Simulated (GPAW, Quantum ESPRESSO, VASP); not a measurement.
## Ni3Sn4 (C2/m, 7 atoms in the cell) computed with different codes at matched settings

Self-consistent single point, at a second geometry (lattice scaled by 0.98). First geometry:

```xyz
7
Lattice="6.1051 -2.0273 0.0000 6.1051 2.0273 0.0000 -1.3475 0.0000 5.0182" Properties=species:S:1:pos:R:3 pbc="T T T"
Ni     0.0000     0.0000     0.0000
Ni     8.6806     0.0000     3.3299
Ni     2.1821     0.0000     1.6883
Sn     6.5696     0.0000     1.5735
Sn     4.2931     0.0000     3.4446
Sn     9.8560     0.0000     0.9406
Sn     1.0067     0.0000     4.0776
```

Shared settings, as Quantum ESPRESSO writes them: occupations = smearing; smearing = fermi-dirac; degauss = 0.0073499 Ry; K_POINTS = automatic 4 4 3 0 0 0. Potentials and cutoffs stand in the table.

| code | model | ΔF from the first geometry (meV/atom) | pressure (GPa) | largest force (eV/Å) | cutoff |
|---|---|---|---|---|---|
| GPAW | PBEsol, GPAW PAW datasets PBEsol (made by gpaw-setup) | 11.7 | 5.91 | 0.196 | 850 eV |
| Quantum ESPRESSO | PBEsol, SSSP 1.1.2 efficiency (PBE) pseudopotentials | 13.7 | 5.84 | 0.202 | 50 Ry |
| VASP | PBEsol, VASP's PBE PAW potentials (set 64) | 12.4 | 5.45 | 0.201 | 300 eV |

For VASP (by 0.5 GPa) the energy change implies a higher mean pressure, against the two pressures, than for the other programs: a sign of finite-basis (Pulay) stress.

Size of the force on each atom (eV/Å): Sizes of forces hide their directions.

```tsv
code	Ni1	Ni2	Ni3	Sn4	Sn5	Sn6	Sn7
GPAW	0.000	0.057	0.057	0.079	0.079	0.196	0.196
Quantum ESPRESSO	0.000	0.039	0.039	0.069	0.069	0.202	0.202
VASP	0.000	0.040	0.040	0.063	0.063	0.201	0.201
```

On GPAW's run: spin polarisation is off.

The spread over the programs that give each value: ΔF from the first geometry within 2.0 meV/atom; pressure within 0.46 GPa; largest force within 0.006 eV/Å.

The shared mesh is coarse (it stands for a supercell whose shortest vector is 15 Å), so the values are not converged in it.

VASP's run is marked for a possible Pulay error in its stress at this cutoff; no cutoff test was made.

The starting cell comes from a database of computed structures (which also holds hypothetical and non-ambient phases and stackings), without a prior relaxation at this level. For this run, on top of that: lattice scaled by 0.98.

Left out of this page: Ansatz, CP2K, Elk, FLEUR and SIESTA (not drawn, or without a comparable value).
